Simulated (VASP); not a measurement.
Given:

```
CELL_PARAMETERS angstrom
      0.00000     2.82671     2.82671
      2.82671     0.00000     2.82671
      2.82671     2.82671     0.00000
ATOMIC_POSITIONS crystal
  Ge 0.00000 0.00000 0.00000
  Sn 0.50000 0.50000 0.50000
```

Level of theory: LDA (Ceperley-Alder, Perdew-Zunger), VASP's LDA PAW potentials (set 64) (plane waves; VASP). Numerical set-up: 400 eV cut-off, Gaussian smearing of 0.050 eV, potentials Ge_d Sn_d.

Unless said otherwise, spin-orbit coupling is left out, though it shifts the bands of the heavy elements here.

**Question.** Estimate the band gap (along the path) with the smallest direct gap where there is one.

**Answer.** 
```
Quantity                                                     Result
-------------------------  ----------------------------------------
band gap (along the path)  none (metal, semimetal or under 0.01 eV)
```

Only differences to runs with the same potentials and settings are physical.

The structure was generated: SnGe was put into the rocksalt type (Fm-3m), which need not be its known phase. It was relaxed first, which changed the volume by -10 %.
